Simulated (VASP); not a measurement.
An input for Quantum ESPRESSO's pw.x (written as the equivalent of a VASP run, and not itself run):

```
&CONTROL
  calculation = 'vc-relax'
  pseudo_dir = './pseudo'
  outdir = './out'
  tprnfor = .true.
  tstress = .true.
  nstep = 60
  forc_conv_thr = 0.00078
/
&SYSTEM
  ibrav = 0
  nat = 8
  ntyp = 2
  ecutwfc = 84
  occupations = 'smearing'
  smearing = 'methfessel-paxton'
  degauss = 0.00735
  input_dft = 'pz'
/
&ELECTRONS
  conv_thr = 7.3e-08
  electron_maxstep = 100
/
&IONS
/
&CELL
/
ATOMIC_SPECIES
  V 50.941 V.upf
  S 32.060 S.upf
CELL_PARAMETERS angstrom
     5.7194294    0.0000000    0.0000000
     0.0000000    3.1257337   -0.0000000
     0.0000000   -0.0000000    5.6657458
ATOMIC_POSITIONS crystal
  V    0.9903165  0.2500000  0.8005257
  V    0.0096835  0.7500000  0.1994743
  V    0.5096835  0.7500000  0.3005257
  V    0.4903165  0.2500000  0.6994743
  S    0.7179105  0.7500000  0.9237084
  S    0.2820895  0.2500000  0.0762916
  S    0.7820895  0.2500000  0.4237084
  S    0.2179105  0.7500000  0.5762916
K_POINTS automatic
  5 9 5 0 0 0
```

Task: Write the VASP files for the same calculation (LDA).

Result: This is not unique; one that fits is 
### INCAR
```
ALGO = Normal
EDIFFG = -0.02
NELM = 100   ! most electronic steps
LREAL = .FALSE.   ! projection in real space or not
LCHARG = .FALSE.
NSW = 60   ! most ionic steps
ISMEAR = 1   ! Methfessel-Paxton
LASPH = .TRUE.   ! aspherical one-centre terms
PREC = Accurate
LWAVE = .FALSE.
ENCUT = 400
SIGMA = 0.1   ! width (eV)
LMAXMIX = 4
SYSTEM = VS
ISIF = 3   ! ions, shape and volume
EDIFF = 1E-6   ! SCF stop (eV)
IBRION = 2   ! conjugate gradients
```

**KPOINTS**
```
Automatic mesh
0
Gamma
5 9 5
0 0 0
```

File POSCAR:
```
VS
1
    5.7194293666     0.0000000000     0.0000000000
    0.0000000000     3.1257337359    -0.0000000000
    0.0000000000    -0.0000000000     5.6657458241
V S
4 4
Direct
  0.9903164929   0.2500000000   0.8005257233
  0.0096835071   0.7500000000   0.1994742767
  0.5096835071   0.7500000000   0.3005257233
  0.4903164929   0.2500000000   0.6994742767
  0.7179104885   0.7500000000   0.9237083519
  0.2820895115   0.2500000000   0.0762916481
  0.7820895115   0.2500000000   0.4237083519
  0.2179104885   0.7500000000   0.5762916481
```

POTCAR, in this order: V_sv S (LDA.64 set). Program: vasp_std.

Limits of the translation: the potentials are each code's own (VASP's PAW set, PseudoDojo norm-conserving files in pw.x), so ENCUT and ecutwfc are chosen apart and not converted; conv_thr bounds pw.x's estimated SCF error, while EDIFF bounds the energy change between steps; forc_conv_thr acts on force components and is met together with etot_conv_thr.

The structure comes from a computed database's VS entry (Pnma); how it stands against other phases isn't given here. This run relaxes it. Symmetry was kept, so distortions that lower it aren't found. The start is the result of an earlier pass.
